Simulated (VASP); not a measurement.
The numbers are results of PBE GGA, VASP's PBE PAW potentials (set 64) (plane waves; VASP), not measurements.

VASP input:

KPOINTS:
```
Automatic mesh
0
Gamma
11 11 6
0 0 0
```

**POSCAR**
```
Er
1
    1.7914734338    -3.1029225618    -0.0000000000
    1.7914734338     3.1029225618    -0.0000000000
    0.0000000000    -0.0000000000     5.5347515766
Er
2
Direct
  0.3333330000   0.6666670000   0.2500000000
  0.6666670000   0.3333330000   0.7500000000
```

**INCAR**
```
SYSTEM = Er
PREC = Accurate
ENCUT = 530
EDIFF = 1E-7
NELM = 100
ALGO = Normal
LREAL = .FALSE.
LASPH = .TRUE.
ISMEAR = 1
SIGMA = 0.1
GGA = PE
LMAXMIX = 6
LWAVE = .FALSE.
LCHARG = .FALSE.
IBRION = 6
ISIF = 3
NFREE = 2
POTIM = 0.015
NSW = 1
```

POTCAR, in this order: Er_3 (PBE.64 set). Program: vasp_std.

Output of the run:

### OSZICAR
```
...
DAV:   2    -0.900752872808E+01    0.17971E-01   -0.28592E-02 10630   0.246E+00    0.462E-01
DAV:   3    -0.899904211451E+01    0.84866E-02   -0.11539E-02 12030   0.131E+00    0.256E-01
DAV:   4    -0.899907575005E+01   -0.33636E-04   -0.14032E-03 10812   0.394E-01    0.728E-02
DAV:   5    -0.899905606612E+01    0.19684E-04   -0.70828E-05 12435   0.106E-01    0.123E-02
DAV:   6    -0.899905579398E+01    0.27213E-06   -0.80374E-06 11010   0.592E-02    0.584E-03
DAV:   7    -0.899905580894E+01   -0.14960E-07   -0.17665E-07  7066   0.101E-02
   9 F= -.89990558E+01 E0= -.89999699E+01  d E =0.274237E-02
       N       E                     dE             d eps       ncg     rms          rms(c)
DAV:   1    -0.900338771927E+01   -0.43319E-02   -0.66304E-01  7821   0.104E+01    0.550E-01
DAV:   2    -0.899934132069E+01    0.40464E-02   -0.22349E-02  8969   0.219E+00    0.319E-01
DAV:   3    -0.899791705936E+01    0.14243E-02   -0.53329E-03 10440   0.937E-01    0.126E-01
DAV:   4    -0.899866784617E+01   -0.75079E-03   -0.88534E-04  9070   0.278E-01    0.603E-02
DAV:   5    -0.899907270469E+01   -0.40486E-03   -0.71151E-05 10422   0.122E-01    0.808E-03
DAV:   6    -0.899911214399E+01   -0.39439E-04   -0.60851E-06  8699   0.221E-02    0.357E-03
DAV:   7    -0.899912960778E+01   -0.17464E-04   -0.22705E-07  6043   0.107E-02    0.328E-04
DAV:   8    -0.899913003954E+01   -0.43176E-06   -0.60090E-08  4612   0.752E-03    0.260E-04
DAV:   9    -0.899913026839E+01   -0.22885E-06   -0.39220E-08  4047   0.785E-03    0.130E-04
DAV:  10    -0.899913050603E+01   -0.23764E-06   -0.31962E-08  3837   0.510E-03    0.464E-05
DAV:  11    -0.899913050435E+01    0.16835E-08   -0.21393E-08  3782   0.593E-03
  10 F= -.89991305E+01 E0= -.90000305E+01  d E =0.270009E-02
       N       E                     dE             d eps       ncg     rms          rms(c)
DAV:   1    -0.902320778060E+01   -0.24077E-01   -0.74712E-01  8321   0.100E+01    0.805E-01
DAV:   2    -0.900717852367E+01    0.16029E-01   -0.25549E-02  9009   0.221E+00    0.461E-01
DAV:   3    -0.899903706202E+01    0.81415E-02   -0.11012E-02 10123   0.124E+00    0.197E-01
DAV:   4    -0.899913138811E+01   -0.94326E-04   -0.11707E-03  7868   0.300E-01    0.707E-02
DAV:   5    -0.899913046429E+01    0.92382E-06   -0.84499E-05 10468   0.124E-01    0.637E-03
DAV:   6    -0.899913048102E+01   -0.16732E-07   -0.28534E-06  8917   0.160E-02    0.527E-03
DAV:   7    -0.899913047916E+01    0.18642E-08   -0.68042E-08  5558   0.588E-03
  11 F= -.89991305E+01 E0= -.90000305E+01  d E =0.270006E-02
       N       E                     dE             d eps       ncg     rms          rms(c)
DAV:   1    -0.900733225626E+01   -0.82018E-02   -0.52627E-01  8271   0.821E+00    0.551E-01
DAV:   2    -0.900167241871E+01    0.56598E-02   -0.17103E-02  8860   0.177E+00    0.318E-01
DAV:   3    -0.899868050475E+01    0.29919E-02   -0.53610E-03 10408   0.878E-01    0.108E-01
DAV:   4    -0.899895394736E+01   -0.27344E-03   -0.78251E-04  8520   0.255E-01    0.484E-02
DAV:   5    -0.899911208602E+01   -0.15814E-03   -0.66524E-05 10088   0.110E-01    0.638E-03
DAV:   6    -0.899912755997E+01   -0.15474E-04   -0.48441E-06  8406   0.204E-02    0.224E-03
DAV:   7    -0.899913327070E+01   -0.57107E-05   -0.19469E-07  5708   0.808E-03    0.331E-04
DAV:   8    -0.899913337460E+01   -0.10390E-06   -0.36401E-08  4402   0.733E-03    0.207E-04
DAV:   9    -0.899913339562E+01   -0.21021E-07   -0.23225E-08  3962   0.450E-03
  12 F= -.89991334E+01 E0= -.90000328E+01  d E =0.269808E-02
       N       E                     dE             d eps       ncg     rms          rms(c)
DAV:   1    -0.902303643248E+01   -0.23903E-01   -0.78447E-01  8416   0.105E+01    0.832E-01
DAV:   2    -0.900718719345E+01    0.15849E-01   -0.26902E-02  9003   0.229E+00    0.458E-01
DAV:   3    -0.899906028975E+01    0.81269E-02   -0.10754E-02 10280   0.123E+00    0.190E-01
DAV:   4    -0.899913418603E+01   -0.73896E-04   -0.11794E-03  8125   0.297E-01    0.748E-02
DAV:   5    -0.899913358578E+01    0.60025E-06   -0.70229E-05 10432   0.124E-01    0.577E-03
DAV:   6    -0.899913351765E+01    0.68132E-07   -0.27105E-06  8990   0.158E-02    0.494E-03
DAV:   7    -0.899913350756E+01    0.10086E-07   -0.78813E-08  5389   0.566E-03
  13 F= -.89991335E+01 E0= -.90000329E+01  d E =0.269803E-02
       N       E                     dE             d eps       ncg     rms          rms(c)
DAV:   1    -0.899889472906E+01    0.23879E-03   -0.78448E-01  9523   0.280E+01    0.369E-01
DAV:   2    -0.900185254289E+01   -0.29578E-02   -0.62505E-02 10439   0.248E+00    0.221E-01
DAV:   3    -0.900032741338E+01    0.15251E-02   -0.28101E-03 12248   0.921E-01    0.825E-02
DAV:   4    -0.900037531448E+01   -0.47901E-04   -0.78214E-04 12464   0.342E-01    0.159E-02
DAV:   5    -0.900040083714E+01   -0.25523E-04   -0.89564E-05 10751   0.145E-01    0.481E-03
DAV:   6    -0.900040506064E+01   -0.42235E-05   -0.23156E-06 11132   0.181E-02    0.121E-03
DAV:   7    -0.900040665585E+01   -0.15952E-05   -0.41037E-08  6258   0.424E-03    0.438E-04
DAV:   8    -0.900040680338E+01   -0.14753E-06   -0.14470E-08  4867   0.505E-03    0.119E-04
DAV:   9    -0.900040682452E+01   -0.21137E-07   -0.10773E-08  4287   0.304E-03
  14 F= -.90004068E+01 E0= -.90013764E+01  d E =0.290885E-02
       N       E                     dE             d eps       ncg     rms          rms(c)
DAV:   1    -0.899022560569E+01    0.10181E-01   -0.12055E+00  8615   0.389E+01    0.149E-01
DAV:   2    -0.900010985078E+01   -0.98842E-02   -0.99052E-02  9737   0.420E+00    0.642E-02
DAV:   3    -0.900040245802E+01   -0.29261E-03   -0.30484E-03 10905   0.767E-01    0.508E-02
DAV:   4    -0.900040582195E+01   -0.33639E-05   -0.10169E-04 11178   0.269E-01    0.155E-02
DAV:   5    -0.900040722085E+01   -0.13989E-05   -0.54171E-06 10558   0.430E-02    0.407E-03
DAV:   6    -0.900040685479E+01    0.36605E-06   -0.92232E-07 10578   0.349E-02    0.162E-03
DAV:   7    -0.900040682355E+01    0.31245E-07   -0.43536E-08  5590   0.725E-03
  15 F= -.90004068E+01 E0= -.90013764E+01  d E =0.290887E-02
       N       E                     dE             d eps       ncg     rms          rms(c)
DAV:   1    -0.899281853946E+01    0.75883E-02   -0.10037E+00  3044   0.368E+01    0.252E-01
DAV:   2    -0.899991050386E+01   -0.70920E-02   -0.73967E-02  3513   0.339E+00    0.702E-02
DAV:   3    -0.900003890680E+01   -0.12840E-03   -0.15573E-03  3736   0.685E-01    0.197E-02
DAV:   4    -0.900004830528E+01   -0.93985E-05   -0.54558E-05  3208   0.764E-02    0.108E-02
DAV:   5    -0.900005766191E+01   -0.93566E-05   -0.36749E-06  3832   0.394E-02    0.227E-03
DAV:   6    -0.900006071698E+01   -0.30551E-05   -0.22147E-07  2766   0.551E-03    0.691E-04
DAV:   7    -0.900006167250E+01   -0.95552E-06   -0.26682E-08  2042   0.782E-03    0.192E-04
DAV:   8    -0.900006180176E+01   -0.12926E-06   -0.20635E-08  1962   0.278E-03    0.781E-05
DAV:   9    -0.900006191988E+01   -0.11812E-06   -0.90704E-09  1832   0.461E-03    0.120E-04
DAV:  10    -0.900006196610E+01   -0.46220E-07   -0.46538E-09  1702   0.226E-03
  16 F= -.90000620E+01 E0= -.90010205E+01  d E =0.287560E-02
       N       E                     dE             d eps       ncg     rms          rms(c)
DAV:   1    -0.899065641183E+01    0.94055E-02   -0.17534E+00  3164   0.484E+01    0.474E-01
DAV:   2    -0.899991480104E+01   -0.92584E-02   -0.10728E-01  3406   0.388E+00    0.112E-01
DAV:   3    -0.900005193209E+01   -0.13713E-03   -0.20996E-03  3578   0.704E-01    0.179E-02
DAV:   4    -0.900006077513E+01   -0.88430E-05   -0.10603E-04  3305   0.133E-01    0.120E-02
DAV:   5    -0.900006190898E+01   -0.11339E-05   -0.54744E-06  3736   0.278E-02    0.289E-03
DAV:   6    -0.900006206637E+01   -0.15738E-06   -0.45129E-07  3048   0.107E-02    0.106E-03
DAV:   7    -0.900006198526E+01    0.81107E-07   -0.46893E-08  2030   0.713E-03
  17 F= -.90000620E+01 E0= -.90010205E+01  d E =0.287555E-02
```

### OUTCAR
```
------------------------ aborting loop because EDIFF is reached ----------------------------------------
  FORCE on cell =-STRESS in cart. coord.  units (eV):
  Direction    XX          YY          ZZ          XY          YZ          ZX
  --------------------------------------------------------------------------------------
  Total       -0.0026988     -0.0026988      0.0193624      0.0000000      0.0000000      0.0000000
  in kB       -0.0702713     -0.0702713      0.5041498      0.0000000      0.0000000      0.0000000
  external PRESSURE =       0.1212024 kB  Pullay stress =       0.0000000 kB
  volume of cell :       61.53
      direct lattice vectors                 reciprocal lattice vectors
     1.791473434 -3.102922562  0.000000000     0.279099869 -0.161138407  0.000000000
     1.791473434  3.102922562  0.000000000     0.279099869  0.161138407  0.000000000
     0.000000000  0.000000000  5.534751577     0.000000000  0.000000000  0.180676583
 POSITION                                       TOTAL-FORCE (eV/Angst)
 -----------------------------------------------------------------------------------
      1.79147      1.03431      1.36869        -0.000000     -0.000000      0.067551
      1.79147     -1.03431      4.15106         0.000000      0.000000     -0.067551
 -----------------------------------------------------------------------------------
    total drift:                                0.000000      0.000070     -0.000560
  FREE ENERGIE OF THE ION-ELECTRON SYSTEM (eV)
  ---------------------------------------------------
  free  energy   TOTEN  =        -9.0000619853 eV

  energy  without entropy=       -9.0029375388  energy(sigma->0) =       -9.00102050

   1 f  =    3.628743 THz    22.800064 2PiTHz  121.041836 cm-1    15.007268 meV
             X         Y         Z           dx          dy          dz
      1.791473  1.034310  1.383688    -0.000000   -0.000000    0.707107
      1.791473 -1.034310  4.151064     0.000000    0.000000   -0.707107

   2 f  =    2.069917 THz    13.005672 2PiTHz   69.045000 cm-1     8.560485 meV
             X         Y         Z           dx          dy          dz
      1.791473  1.034310  1.383688     0.707107   -0.000000   -0.000000
      1.791473 -1.034310  4.151064    -0.707107   -0.000000   -0.000000

   3 f  =    2.069917 THz    13.005670 2PiTHz   69.044990 cm-1     8.560484 meV
             X         Y         Z           dx          dy          dz
      1.791473  1.034310  1.383688    -0.000000   -0.707107    0.000000
      1.791473 -1.034310  4.151064     0.000000    0.707107    0.000000

   4 f  =    0.000000 THz     0.000000 2PiTHz    0.000001 cm-1     0.000000 meV
             X         Y         Z           dx          dy          dz
      1.791473  1.034310  1.383688    -0.140755   -0.620378   -0.308739
      1.791473 -1.034310  4.151064    -0.140755   -0.620378   -0.308739

   5 f  =    0.000000 THz     0.000000 2PiTHz    0.000000 cm-1     0.000000 meV
             X         Y         Z           dx          dy          dz
      1.791473  1.034310  1.383688    -0.680836    0.065144    0.179496
      1.791473 -1.034310  4.151064    -0.680836    0.065144    0.179496

   6 f/i=    0.000000 THz     0.000000 2PiTHz    0.000001 cm-1     0.000000 meV
             X         Y         Z           dx          dy          dz
      1.791473  1.034310  1.383688     0.129037   -0.332998    0.610296
      1.791473 -1.034310  4.151064     0.129037   -0.332998    0.610296

 ELASTIC MODULI CONTR FROM IONIC RELAXATION (kBar)
 Direction    XX          YY          ZZ          XY          YZ          ZX
 --------------------------------------------------------------------------------
 XX         -32.1157     32.1157      0.0000      0.0000     -0.0000      0.0000
 YY          32.1157    -32.1157     -0.0000     -0.0000      0.0000      0.0000
 ZZ           0.0000     -0.0000     -0.0000     -0.0000     -0.0000      0.0000
 XY           0.0000     -0.0000     -0.0000    -32.1157      0.0000      0.0000
 YZ          -0.0000      0.0000     -0.0000      0.0000     -0.0000      0.0000
 ZX           0.0000      0.0000      0.0000      0.0000      0.0000      0.0000
 --------------------------------------------------------------------------------

 TOTAL ELASTIC MODULI (kBar)
 Direction    XX          YY          ZZ          XY          YZ          ZX
 --------------------------------------------------------------------------------
 XX         900.2177    266.9052    206.1822      0.0000      0.0000      0.0000
 YY         266.9052    900.2172    206.1822     -0.0000      0.0000     -0.0000
 ZZ         206.1822    206.1822    849.4333     -0.0000      0.0000     -0.0000
 XY           0.0000     -0.0000     -0.0000    316.6561      0.0000     -0.0000
 YZ           0.0000     -0.0000      0.0000      0.0000    332.8113      0.0000
 ZX           0.0000      0.0000     -0.0000     -0.0000      0.0000    332.8114
 --------------------------------------------------------------------------------
```
(Selected blocks of OUTCAR.)

The 4f electrons are frozen in the core of the lanthanide potential, so 4f levels, which can set the real gap, and their magnetism are missing. Finite-difference elastic constants of metals are sensitive to mesh and smearing; shear constants can be off by tens of GPa.

The compound is Er in the hcp structure. It was relaxed first.
